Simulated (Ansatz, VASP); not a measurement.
# Be (Beryllium) in two plane-wave programs

Aim: how closely do two programs agree when they are given the same cell, functional and k mesh? The cell is taken from a series of runs on this material, whose earlier steps may have relaxed, scaled, displaced or heated it; both programs get it as it stands.

Calculated with Ansatz 0.2.0; plane waves, with VASP 6.6.1 beside it; zone-centre phonons at PBEsol.

### 1. The starting structure

The structure is hexagonal, space group P6_3/mmc (No. 194). The conventional cell has a = 2.167 Å, b = 2.167 Å, c = 3.560 Å, α = 90.00°, β = 90.00°, γ = 120.00°. Nearest to Be lie 12 Be at 2.17 to 2.18 Å.

### 2. Ansatz: zone-centre phonons, PBEsol, pair 1

Ansatz runs on its PAW soft_1 files.

Second derivatives magnify differences that forces hide, and they need a tight electronic threshold.

File input.yaml:

```yaml
crystal:
  lattice:
    - [2.166516435, 0.0, 0.0]
    - [-1.0832582175, 1.8762582705, 0.0]
    - [0.0, 0.0, 3.5600547388]
  atoms:
    - { symbol: Be, position: [0.3333333333, 0.6666666667, 0.25] }
    - { symbol: Be, position: [0.6666666667, 0.3333333333, 0.75] }
kpoints:
  mp_grid: { grid: [24, 24, 12] }
hamiltonian:
  xc: pbesol
  pseudopotentials: { kind: paw, azcp: { folder: soft_1 }, xc_functional: pbe }
scf:
  occupations: { method: methfessel_paxton, width: 0.2 }
output:
  eigenvalues: true
phonons:
  method: dfpt
```

On the command line:

```bash
$ ansatz run input.yaml --threads 4 --pin off --max-ram 10240MiB --backend cpu --events-out ev --progress --plain --runs-dir out
```

Numbers of over 12 decimals in the logs are rounded to 6 here.

Output:

```text
zone centre: on kpoints.mp_grid the ground state, and the responses unless they are solved on pairs of k-points, stand on 1099 of the mesh's 6912 k-points, reduced under 4 symmetry operations, with k and −k counted as one. Each operation leaves every solved displacement unchanged or reverses it
Engine: ansatz 0.2.0, aarch64-unknown-linux-gnu
Pseudopotentials: kind: paw
Pseudopotential: Be, paw, valence charge 2, recommended cutoff 420 eV (normal), soft_1/Be.paw.azcp
Functional definition: PBEsol
  exchange = pbesol_x
  correlation = pbesol_c
Crystal: 2 atoms, lattice volume = 14.471 Å³
Basis set: ecut = 420 eV, 287 PW (Γ), exchange–correlation on 30×30×48 points (8 copies of the dense FFT grid, shifted against one another)
Bands: 6, of which v1, the nominal top of the filled ones, is band 2 counted from 1 (1 counted from 0)
Symmetry: 24 space group operations
k-points: 1099 of 6912 (irreducible under 4 space group operations, time reversal used)
Non-local potential: Be, projectors of the file, l = 0: 2, l = 1: 2, l = 2: 1
PAW form: soft (Blöchl's): semilocal exchange-correlation on the pseudo side does not see the compensation charge
PAW frozen core: Be, regenerated for the run's functional, and the local potential with it (the file was generated under x = pbe(κ = 0.804, μ = 0.219515), c = pbe(β = 0.066725))
PAW one-centre angular grid: Be, 110 points (default); XC on 64 Gauss nodes
Initial density: superposition of atomic densities (chi_scale 0.1, normalization cell)
Initial wavefunctions: pseudopotential atomic-orbital guess
Functional: x = pbesol(κ = 0.804, μ = 0.123457), c = pbesol(β = 0.046)
SCF iter   1: F=—  HF=-180.657372 eV  |F-HF|=—  |Δ(HF+E_count)|=         —  Δρ=1.43e-2  dr2=1.94e-2  ethr=3.10e-3  ⟨swp⟩=4.4  Hψ=53645  notcnv=0
preconditioner: auto → none  [metal: Δε(μ)=0.058 eV  Ē_g=13.794 eV  σ=0.200 eV  W_gap=0.24  n_scr=2 (ndim 8)  ℏωp=19.5 eV  f_vac=0.000  D(μ)=0.22/eV (n_scr^D=0)  sad-step TF]
SCF iter   2: F=—  HF=-180.642363 eV  |F-HF|=—  |Δ(HF+E_count)|=   1.50e-2  S|Δr|=    0.00e0  Δρ=8.63e-3  dr2=7.24e-3  ethr=4.86e-4  ⟨swp⟩=1.0  Hψ=15386  notcnv=0
SCF iter   3: F=—  HF=-180.639729 eV  |F-HF|=—  |Δ(HF+E_count)|=   2.63e-3  S|Δr|=    0.00e0  Δρ=4.76e-4  dr2=2.52e-5  ethr=1.81e-4  ⟨swp⟩=1.0  Hψ=6594  notcnv=0
SCF iter   4: F=—  HF=-180.639719 eV  |F-HF|=—  |Δ(HF+E_count)|=   9.51e-6  S|Δr|=    0.00e0  Δρ=2.94e-5  dr2=7.81e-8  ethr=6.31e-7  ⟨swp⟩=1.0  Hψ=6598  notcnv=0
SCF iter   5: F=—  HF=-180.639719 eV  |F-HF|=—  |Δ(HF+E_count)|=   2.60e-9  S|Δr|=    0.00e0  Δρ=5.87e-6  dr2=3.13e-9  ethr=1.95e-9  ⟨swp⟩=1.8  Hψ=8135  notcnv=0
SCF iter   6: F=-180.639719 eV  HF=-180.639719 eV  |F-HF|=9.09e-13  |Δ(HF+E_count)|=   1.62e-9  S|Δr|=    0.00e0  Δρ=1.74e-7  dr2=3.10e-12  ethr=1.00e-12  ⟨swp⟩=3.9  Hψ=23219  notcnv=0
SCF 1 converged in 6 iterations: F = -180.639719 eV  dr2 = 3.10e-12
  greatest PAW one-centre occupation: 0.377 electrons in one spin orbital (limit 2), on the Be atom at site 1 (counted from 0), in its partial waves of l = 0
DFPT response loops at Γ: preconditioner auto → Kerker (q_TF=auto, 2.202 Å⁻¹) (partly filled bands, converged f_vac=0.000); β = 1.00, the filter's whole step (`scf.mixing.beta` (0.50) is not read by the response loops under this deck's `scf.mixing.preconditioner`; to damp them name `kerker` or `kerker_dos`, under which they read `scf.mixing.beta`, and type it under 1.00, their step now; both keys bind the ground state too); Broyden in place of MSR1
SCF converged after 6 iterations
Stability not checked: this state was not tested for a lower state beside it, because cold or Methfessel-Paxton smearing, or corrected tetrahedra, fill the levels in a way that the test cannot read (fill_not_monotonic; see scf.lower_state_search)
Free energy (F): -180.639719 eV
Harris-Foulkes:  -180.639719 eV  (|F-HF|=9.09e-13)
Internal energy: -180.639169 eV  (E = F + TS)
E sigma→0 (E₀):  -180.639582 eV
Entropy (-TS):   -0.000550 eV (-0.275 meV/atom)
Fermi energy:    9.058771 eV
--- Per-component energies (eV) ---
  E_band       = 14.510610
  E_kinetic    = 45.254560
  E_local      = 7.150178  (includes V_loc(G=0)·N_el)
  E_nonlocal   = 7.829303
  E_hartree    = 0.076482
  E_xc         = -41.500575
  E_vxc        = -42.725878  (∫ρ·V_xc dr)
  E_paw        = -113.460094  (= ΣΔE_a)
  E_vpaw       = -3.150516  (= ΣTr[D̂ρ^β])
  E_aug_tail   = -0.000001  (compensation charges beyond the density's cutoff)
  E_ewald      = -86.008085
  E_core_change = 0.019063  (= ΣΔE_core)
  E_smearing   = -0.000550  (= −TS)
  E_closure    = 0.000000  (closes the sum)
  Σ components = -180.639719   (vs F -180.639719, Δ=0.00e0)
--- Band table (eV; the first three rows and the last of 1099) ---
  k-point 0: bands = ["-2.8762", "3.7529", "9.6474", "27.0107", "27.0107", "29.8016"]
  k-point 1: bands = ["-2.8177", "3.4224", "10.1191", "27.0639", "27.0639", "29.6680"]
  k-point 2: bands = ["-2.6420", "2.6477", "11.3160", "27.2211", "27.2211", "28.1057"]
  k-point 1098: bands = ["4.8671", "4.8671", "12.9292", "12.9292", "17.4166", "17.4166"]
--- Phonons (Γ-DFPT): 2 representative perturbations + reference, on 1099 of 6912 k-points (Σ response iterations 6) ---
  k mesh reduced under 4 symmetry operations, with k and −k counted as one. Each operation leaves every solved displacement unchanged or reverses it
  ASR residual: 8.863e-5 → 0.000e0 eV/Å²; symmetrization residual: 8.882e-15 eV/Å²
  ASR residual per site (eV/Å²): 8.86e-5 8.86e-5
  Γ frequencies (cm⁻¹): 0.00 0.00 0.00 475.18 475.18 728.32
  non-analytic LO–TO correction: not included (Born effective charges unavailable; polar crystals: no LO–TO splitting at Γ)
```

### 3. VASP: zone-centre phonons, PBEsol, pair 1

The same cell, functional, mesh and smearing now go to VASP, with its own data sets.

Lines of VASP's logs that name or quote its potential files are left out, and so is its time.

File INCAR:

```
SYSTEM = Be
PREC = Accurate
ENCUT = 600
EDIFF = 1E-08
NELM = 120
ISMEAR = 1
SIGMA = 0.2
LREAL = .FALSE.
ALGO = Normal
GGA = PS
NBANDS = 8
LORBIT = 11
LWAVE = .FALSE.
LCHARG = .FALSE.
ISIF = 2
IBRION = 8
LASPH = .TRUE.
GGA_COMPAT = .FALSE.
KPAR = 2
```

File POSCAR:

```
Be
1.0
    2.1665164350      0.0000000000      0.0000000000
   -1.0832582175      1.8762582705      0.0000000000
    0.0000000000      0.0000000000      3.5600547388
Be
2
Direct
    0.3333333333      0.6666666667      0.2500000000
    0.6666666667      0.3333333333      0.7500000000
```

File KPOINTS:

```
Automatic mesh
0
Gamma
24 24 12
0 0 0
```

Potentials, in the order of the species: Be (PBE family, release 64).

On the command line:

```bash
$ mpirun -np 2 vasp_std
```

Output:

```text
[banner, memory and clock lines left out]
running    2 mpi-ranks, on    1 nodes
 distrk:  each k-point on    1 cores,    2 groups
 distr:  one band on    1 cores,    1 groups

 POSCAR found type information on POSCAR Be
 POSCAR found :  1 types and       2 ions
|                                                                             |
|               ----> ADVICE to this user running VASP <----                  |
|                                                                             |
|     You enforced a specific xc type in the INCAR file but a different       |
|     [... a line on the potential file left out ...]
|     I HOPE YOU KNOW WHAT YOU ARE DOING!                                     |
|                                                                             |

 LDA part: xc-table for (Slater+PW92), standard interpolation
 POSCAR, INCAR and KPOINTS ok, starting setup
 FFT: planning ... GRIDC
 FFT: planning ... GRID_SOFT
 FFT: planning ... GRID
 WAVECAR not read
 entering main loop
       N       E                     dE             d eps       ncg     rms          rms(c)
DAV:   1    -0.294656399261E+01   -0.29466E+01   -0.19982E+03  6920   0.463E+02
DAV:   2    -0.795424479830E+01   -0.50077E+01   -0.48808E+01 11192   0.588E+01
DAV:   3    -0.796959499191E+01   -0.15350E-01   -0.15323E-01  7288   0.289E+00
DAV:   4    -0.796960422589E+01   -0.92340E-05   -0.92329E-05 10032   0.782E-02
DAV:   5    -0.796960422656E+01   -0.66828E-09   -0.15357E-08  7248   0.487E-04    0.134E+00
DAV:   6    -0.794253486042E+01    0.27069E-01   -0.34327E-03  7104   0.743E-01    0.817E-01
DAV:   7    -0.793193947840E+01    0.10595E-01   -0.41643E-03  7376   0.741E-01    0.167E-02
DAV:   8    -0.793193204821E+01    0.74302E-05   -0.95906E-06  7624   0.268E-02    0.788E-03
DAV:   9    -0.793193284336E+01   -0.79514E-06   -0.55676E-07  8504   0.537E-03    0.457E-04
DAV:  10    -0.793193286879E+01   -0.25432E-07   -0.39410E-10  7720   0.168E-04    0.156E-04
DAV:  11    -0.793193287001E+01   -0.12251E-08   -0.12682E-10  4248   0.110E-04
   1 F= -.79319329E+01 E0= -.79317510E+01  d E =-.545584E-03
 Linear response reoptimize wavefunctions to high precision
DAV:   1    -0.793193286857E+01    0.14469E-08   -0.36346E-12  4864   0.182E-05
DAV:   2    -0.793193286857E+01    0.00000E+00   -0.71744E-14  3424   0.426E-06
 Linear response DOF=           2
 Linear response progress:
  Degree of freedom:   1/  2
       N       E                     dE             d eps       ncg     rms          rms(c)
RMM:   1    -0.713466667970E-02   -0.71347E-02   -0.26604E-03 71354   0.301E-01
RMM:   2    -0.713962413589E-02   -0.49575E-05   -0.17534E-05 50893   0.318E-02    0.217E-02
RMM:   3    -0.714445463046E-02   -0.48305E-05   -0.29191E-07 51023   0.428E-03    0.130E-02
RMM:   4    -0.716259560219E-02   -0.18141E-04   -0.79664E-07 51634   0.589E-03    0.228E-04
RMM:   5    -0.716262135612E-02   -0.25754E-07   -0.18332E-09 52077   0.284E-04    0.948E-05
RMM:   6    -0.716264662379E-02   -0.25268E-07    0.13878E-10 52290   0.382E-05    0.661E-06
RMM:   7    -0.716264020156E-02    0.64222E-08   -0.10739E-11 52497   0.412E-06    0.178E-06
 first order change of Fermi-energy   0.18681E-05
 force on displaced ion       1 direction 1 :  -3.743   0.001   0.000
 Linear response progress:
  Degree of freedom:   2/  2
       N       E                     dE             d eps       ncg     rms          rms(c)
RMM:   1    -0.194365782079E-01   -0.19437E-01    0.25513E-02 25043   0.707E-01
RMM:   2    -0.158974611911E-01    0.35391E-02    0.70490E-03 16163   0.941E-02    0.114E-01
RMM:   3    -0.157592559273E-01    0.13821E-03    0.12945E-03 15912   0.103E-01    0.415E-02
RMM:   4    -0.160156457230E-01   -0.25639E-03    0.19674E-04 16337   0.567E-02    0.427E-03
RMM:   5    -0.160523063310E-01   -0.36661E-04   -0.36433E-05 16897   0.403E-03    0.662E-04
RMM:   6    -0.160504116688E-01    0.18947E-05   -0.61788E-06 16778   0.420E-04    0.727E-05
RMM:   7    -0.160496822940E-01    0.72937E-06   -0.13611E-06 17090   0.430E-05    0.191E-05
RMM:   8    -0.160496049855E-01    0.77309E-07   -0.75760E-08 16526   0.149E-05    0.714E-07
RMM:   9    -0.160495989639E-01    0.60216E-08   -0.17768E-08 15990   0.176E-06    0.256E-07
 first order change of Fermi-energy   0.51692E-06
 force on displaced ion       1 direction 3 :   0.000  -0.000  -8.965
 Linear response finished
```

OUTCAR, selected parts (step 3):

```text
ion  position               nearest neighbor table
   1  0.333  0.667  0.250-   2 2.18   2 2.18   2 2.18   2 2.18   2 2.18   2 2.18
   2  0.667  0.333  0.750-   1 2.18   1 2.18   1 2.18   1 2.18   1 2.18   1 2.18

  LATTYP: Found a hexagonal cell.
 ALAT       =     2.1665164350
 C/A-ratio  =     1.6432161240

 Subroutine GETGRP returns: Found 24 space group operations
 (whereof 12 operations were pure point group operations)

The static configuration has the point symmetry D_3d.
 The point group associated with its full space group is D_6h.

 Found    427 irreducible k-points:

   k-points           NKPTS =    427   k-points in BZ     NKDIM =    427   number of bands    NBANDS=      8

   dimension x,y,z NGX =    18 NGY =   18 NGZ =   28
   dimension x,y,z NGXF=    36 NGYF=   36 NGZF=   56

   ENCUT  =  600.0 eV  44.10 Ry    6.64 a.u.   4.33  4.33  7.11*2*pi/ulx,y,z

   NELECT =       4.0000    total number of electrons

 k-points in reciprocal lattice and weights: Automatic mesh
   0.00000000  0.00000000  0.00000000       0.000
   0.04166667 -0.00000000  0.00000000       0.001
   0.08333333 -0.00000000  0.00000000       0.001
   0.12500000  0.00000000  0.00000000       0.001
   0.16666667  0.00000000  0.00000000       0.001
   0.20833333 -0.00000000  0.00000000       0.001
   0.25000000  0.00000000  0.00000000       0.001
   0.29166667 -0.00000000  0.00000000       0.001
   0.33333333  0.00000000  0.00000000       0.001
[...]
0.33333333  0.29166667  0.50000000       0.002
   0.33333333  0.33333333  0.50000000       0.000

 average (electrostatic) potential at core
       1 -32.0249       2 -32.0249

  Total        1.5336104      1.5336104      0.0496755     -0.0000000     -0.0000000      0.0000000
  in kB      169.7908731    169.7908731      5.4997356     -0.0000000     -0.0000000      0.0000000
  external PRESSURE =     115.0271606 kB  Pullay stress =       0.0000000 kB

  energy-cutoff  :      600.00
  volume of cell :       14.47
      direct lattice vectors                 reciprocal lattice vectors
     2.166516435  0.000000000  0.000000000     0.461570466  0.266487833  0.000000000
    -1.083258218  1.876258270  0.000000000     0.000000000  0.532975665  0.000000000
     0.000000000  0.000000000  3.560054739     0.000000000  0.000000000  0.280894557

 POSITION                                       TOTAL-FORCE (eV/Angst)
 -----------------------------------------------------------------------------------
     -0.00000      1.25084      0.89001        -0.000000     -0.000000      0.000000
      1.08326      0.62542      2.67004         0.000000      0.000000      0.000000
 -----------------------------------------------------------------------------------
    total drift:                                0.000000     -0.000000      0.000000

 Eigenvectors and eigenvalues of the dynamical matrix
 ----------------------------------------------------

   1 f  =   22.050406 THz   138.546787 2PiTHz  735.522372 cm-1    91.193111 meV
             X         Y         Z           dx          dy          dz
     -0.000000  1.250839  0.890014     0.000000    0.000000    0.707107
      1.083258  0.625419  2.670041     0.000000   -0.000000   -0.707107

   2 f  =   14.247733 THz    89.521144 2PiTHz  475.253203 cm-1    58.923861 meV
             X         Y         Z           dx          dy          dz
     -0.000000  1.250839  0.890014     0.000000   -0.707107   -0.000000
      1.083258  0.625419  2.670041     0.000000    0.707107   -0.000000

   3 f  =   14.247733 THz    89.521144 2PiTHz  475.253203 cm-1    58.923861 meV
             X         Y         Z           dx          dy          dz
     -0.000000  1.250839  0.890014     0.707107    0.000000    0.000000
      1.083258  0.625419  2.670041    -0.707107    0.000000    0.000000

   4 f  =    0.000000 THz     0.000001 2PiTHz    0.000004 cm-1     0.000000 meV
             X         Y         Z           dx          dy          dz
     -0.000000  1.250839  0.890014     0.000000    0.500000   -0.500000
      1.083258  0.625419  2.670041     0.000000    0.500000   -0.500000

   5 f  =    0.000000 THz     0.000000 2PiTHz    0.000000 cm-1     0.000000 meV
             X         Y         Z           dx          dy          dz
     -0.000000  1.250839  0.890014     0.707107    0.000000    0.000000
      1.083258  0.625419  2.670041     0.707107    0.000000    0.000000

   6 f/i=    0.000000 THz     0.000002 2PiTHz    0.000009 cm-1     0.000001 meV
             X         Y         Z           dx          dy          dz
     -0.000000  1.250839  0.890014     0.000000   -0.500000   -0.500000
      1.083258  0.625419  2.670041     0.000000   -0.500000   -0.500000

 ELASTIC MODULI CONTR FROM IONIC RELAXATION (kBar)
 Direction    XX          YY          ZZ          XY          YZ          ZX
 --------------------------------------------------------------------------------
 XX        -340.5481    340.5481      0.0000     -0.0000      0.0000      0.0000
 YY         340.5481   -340.5481      0.0000      0.0000      0.0000      0.0000
 ZZ           0.0000      0.0000     -0.0000      0.0000     -0.0000      0.0000
 XY          -0.0000      0.0000      0.0000   -340.5481      0.0000      0.0000
 YZ           0.0000      0.0000     -0.0000      0.0000     -0.0000      0.0000
 ZX           0.0000      0.0000      0.0000      0.0000      0.0000      0.0000
 --------------------------------------------------------------------------------
```

### 4. Side by side

Known differences besides the potentials themselves: the cutoff is 420 eV in Ansatz and 600 eV in VASP; Ansatz makes its cores anew for this functional, VASP keeps those of its PBE data sets. Total energies have different zeros and are not compared.

Both answers:

| quantity | Ansatz | VASP | difference |
| --- | --- | --- | --- |
| optical mode 1 to 2 (cm⁻¹) | 475.2 | 475.3 | -0.02 % |
| optical mode 3 (cm⁻¹) | 728.3 | 735.5 | -0.98 % |

Modes are paired by rising frequency, not by their patterns, so a pair may set unlike modes beside each other; they are those without the splitting of longitudinal modes.

(Continued in part 2 of 2.)

[Lines on the potential files, build, host, timing and source positions are cut from VASP's logs without a mark.]

[Logs are printed without paths, hosts, clocks, repeated set-up lines and the standing remarks that a program may print on its own settings, such as how far it seeks lower states.]

[Hosts, paths, dates, database ids (printed as entryN), source tags and the programs' standing remarks are cut or masked in the printed files.]
